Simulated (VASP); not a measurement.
```xyz
2
Lattice="3.7915 0.0000 0.0000 0.0000 3.7915 0.0000 0.0000 0.0000 3.7915" Properties=species:S:1:pos:R:3 pbc="T T T"
Cs     0.0000     0.0000     0.0000
I      1.8958     1.8958     1.8958
```

Level of theory: PBE GGA, VASP's PBE PAW potentials (set 64) (plane waves; VASP). Settings: 500 eV cut-off, 7×7×7 Γ-centred mesh, Gaussian smearing of 0.050 eV, potentials Cs_sv I.

Energy and stress use the plane-wave basis of the starting cell.

Q: The ions, cell shape and volume at an external pressure of 45.0 GPa are relaxed. Predict the relaxed structure.

A: 
```xyz
2
Lattice="3.6618 0.0000 0.0000 0.0000 3.6618 0.0000 0.0000 0.0000 3.6618" Properties=species:S:1:pos:R:3 pbc="T T T"
Cs     0.0000     0.0000     0.0000
I      1.8309     1.8309     1.8309
```
Space group Pm-3m (221), at a tolerance of 0.03 Å.

Q: How do energy and volume change from the first to the last step?

A: The energy (σ→0) changes by +622.0 meV/atom and the volume by -9.9 %, in 5 ionic steps.

The compound is CsI in the CsCl type structure. This run relaxes it under an external pressure of 45 GPa. Symmetry was kept, so distortions that lower it aren't found.
